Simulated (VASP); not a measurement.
All values below come from rev-vdW-DF2, VASP's PBE PAW potentials (set 64) (plane waves; VASP 6.6.1).

VASP input:

**KPOINTS**
```
Automatic
0
gamma
  9 9 9
0 0 0
```

INCAR:
```
! general
SYSTEM  =Si
PREC    =Accurate
ENCUT   =520
LREAL   =.False.
LASPH   =.True.

! electronic loop
EDIFF   =1E-7
NELM    =100
ALGO    =Normal

! smearing
ISMEAR  =-5

! functional
GGA     =MK
LUSE_VDW=.True.
AGGAC   =0.0
PARAM1  =0.1234568
PARAM2  =0.7114
ZAB_VDW =-1.8867

! ions
ISIF    =2

! output
LWAVE   =.False.
LCHARG  =.True.
LORBIT  =11
NEDOS   =601
```

**POSCAR**
```
Si
1
    0.0000000000     2.7277919445     2.7277919445
    2.7277919445     0.0000000000     2.7277919445
    2.7277919445     2.7277919445     0.0000000000
Si
2
Direct
  0.0000000000   0.0000000000   0.0000000000
  0.2500000000   0.2500000000   0.2500000000
```

POTCAR, in this order: Si (PBE.64 set). Program: vasp_std.

Output

### OUTCAR
```
 ion  position               nearest neighbor table
   1  0.000  0.000  0.000-   2 2.36   2 2.36   2 2.36   2 2.36
   2  0.250  0.250  0.250-   1 2.36   1 2.36   1 2.36   1 2.36
  LATTYP: Found a face centered cubic cell.
 ALAT       =     5.4555838890
 Subroutine PRICEL returns:
 Original cell was already a primitive cell.
 Subroutine GETGRP returns: Found 48 space group operations
The static configuration has the point symmetry T_d .
 The point group associated with its full space group is O_h .
The dynamic configuration has the point symmetry T_d .
 Subroutine INISYM returns: Found 48 space group operations
 Subroutine IBZKPT returns following result:
 Found     35 irreducible k-points:

 Following reciprocal coordinates:
            Coordinates               Weight
  0.000000  0.000000  0.000000      1.000000
  0.111111  0.000000  0.000000      8.000000
  0.222222  0.000000  0.000000      8.000000
  0.333333  0.000000  0.000000      8.000000
  0.444444  0.000000  0.000000      8.000000
  0.111111  0.111111  0.000000      6.000000
  0.222222  0.111111  0.000000     24.000000
  0.333333  0.111111  0.000000     24.000000
  0.444444  0.111111  0.000000     24.000000
 -0.444444  0.111111  0.000000     24.000000
 -0.333333  0.111111  0.000000     24.000000
 -0.222222  0.111111  0.000000     24.000000
 -0.111111  0.111111  0.000000     12.000000
  0.222222  0.222222  0.000000      6.000000
  0.333333  0.222222  0.000000     24.000000
  0.444444  0.222222  0.000000     24.000000
 -0.444444  0.222222  0.000000     24.000000
 -0.333333  0.222222  0.000000     24.000000
 -0.222222  0.222222  0.000000     12.000000
  0.333333  0.333333  0.000000      6.000000
  0.444444  0.333333  0.000000     24.000000
 -0.444444  0.333333  0.000000     24.000000
 -0.333333  0.333333  0.000000     12.000000
...
```

**OSZICAR**
```
       N       E                     dE             d eps       ncg     rms          rms(c)
DAV:   1     0.814970431514E+01    0.81497E+01   -0.32233E+03   560   0.766E+02
DAV:   2    -0.875025141701E+01   -0.16900E+02   -0.16716E+02   880   0.817E+01
DAV:   3    -0.897547708568E+01   -0.22523E+00   -0.22523E+00   704   0.118E+01
DAV:   4    -0.897662503475E+01   -0.11479E-02   -0.11479E-02   824   0.933E-01
DAV:   5    -0.897662906409E+01   -0.40293E-05   -0.40293E-05   744   0.408E-02    0.435E+00
DAV:   6    -0.887412116631E+01    0.10251E+00   -0.87838E-02   664   0.156E+00    0.270E+00
DAV:   7    -0.882566772843E+01    0.48453E-01   -0.18484E-01   744   0.229E+00    0.230E-01
DAV:   8    -0.882604757611E+01   -0.37985E-03   -0.49534E-03   640   0.495E-01    0.669E-02
DAV:   9    -0.882603310532E+01    0.14471E-04   -0.23384E-04   808   0.103E-01    0.565E-02
DAV:  10    -0.882604927849E+01   -0.16173E-04   -0.31859E-05   664   0.477E-02    0.379E-02
DAV:  11    -0.882604922653E+01    0.51960E-07   -0.73725E-07   776   0.803E-03
   1 F= -.88260492E+01 E0= -.88260492E+01  d E =0.000000E+00
```

### OUTCAR
```
------------------------ aborting loop because EDIFF is reached ----------------------------------------
  FORCE on cell =-STRESS in cart. coord.  units (eV):
  Direction    XX          YY          ZZ          XY          YZ          ZX
  --------------------------------------------------------------------------------------
  Total        0.0003354      0.0003354      0.0003354     -0.0000000     -0.0000000      0.0000000
  in kB        0.0132369      0.0132369      0.0132369     -0.0000000     -0.0000000      0.0000000
  external PRESSURE =       0.0132369 kB  Pullay stress =       0.0000000 kB
  volume of cell :       40.59
      direct lattice vectors                 reciprocal lattice vectors
     0.000000000  2.727791944  2.727791944    -0.183298437  0.183298437  0.183298437
     2.727791944  0.000000000  2.727791944     0.183298437 -0.183298437  0.183298437
     2.727791944  2.727791944  0.000000000     0.183298437  0.183298437 -0.183298437
 POSITION                                       TOTAL-FORCE (eV/Angst)
 -----------------------------------------------------------------------------------
      0.00000      0.00000      0.00000         0.000000      0.000000      0.000000
      1.36390      1.36390      1.36390        -0.000000     -0.000000     -0.000000
 -----------------------------------------------------------------------------------
    total drift:                               -0.000000     -0.000000     -0.000000
  FREE ENERGIE OF THE ION-ELECTRON SYSTEM (eV)
  ---------------------------------------------------
  free  energy   TOTEN  =        -8.8260492265 eV

  energy  without entropy=       -8.8260492265  energy(sigma->0) =       -8.82604923

 total charge

# of ion       s       p       d       tot
------------------------------------------
    1        0.749   0.933   0.000   1.682
    2        0.749   0.933   0.000   1.682
--------------------------------------------------
tot          1.498   1.866   0.000   3.363
```
(Selected blocks of OUTCAR.)

File OUTCAR:
```
 val. band max:        5.6455922858   @ k =   0.0000   0.0000   0.0000

 cond. band min:       6.2578181076   @ k =   0.4444   0.4444   0.0000


 Fermi energy:         5.6777824213

 k-point     1 :       0.0000    0.0000    0.0000
  band No.  band energies     occupation
      1      -6.1994      2.00000
      2       5.6456      2.00000
      3       5.6456      2.00000
      4       5.6456      2.00000
      5       8.2354      0.00000
      6       8.2354      0.00000
      7       8.2354      0.00000
      8       8.8591      0.00000

 k-point     2 :       0.1111    0.0000    0.0000
  band No.  band energies     occupation
      1      -6.0399      2.00000
      2       4.3118      2.00000
      3       5.4141      2.00000
      4       5.4141      2.00000
      5       8.1717      0.00000
      6       8.5780      0.00000
      7       8.5780      0.00000
      8       9.9954      0.00000

 k-point     3 :       0.2222    0.0000    0.0000
  band No.  band energies     occupation
      1      -5.5711      2.00000
      2       2.2563      2.00000
      3       4.9974      2.00000
      4       4.9974      2.00000
      5       7.7430      0.00000
      6       9.1028      0.00000
      7       9.1028      0.00000
      8      11.9607      0.00000

 k-point     4 :       0.3333    0.0000    0.0000
  band No.  band energies     occupation
      1      -4.8400      2.00000
      2       0.3657      2.00000
      3       4.6635      2.00000
      4       4.6635      2.00000
      5       7.3681      0.00000
      6       9.1796      0.00000
      7       9.1796      0.00000
      8      13.4247      0.00000

 k-point     5 :       0.4444    0.0000    0.0000
  band No.  band energies     occupation
      1      -4.0609      2.00000
      2      -1.0114      2.00000
      3       4.4892      2.00000
      4       4.4892      2.00000
      5       7.1668      0.00000
      6       9.0460      0.00000
      7       9.0460      0.00000
...
```

The compound is Si in the diamond structure. It was relaxed first.
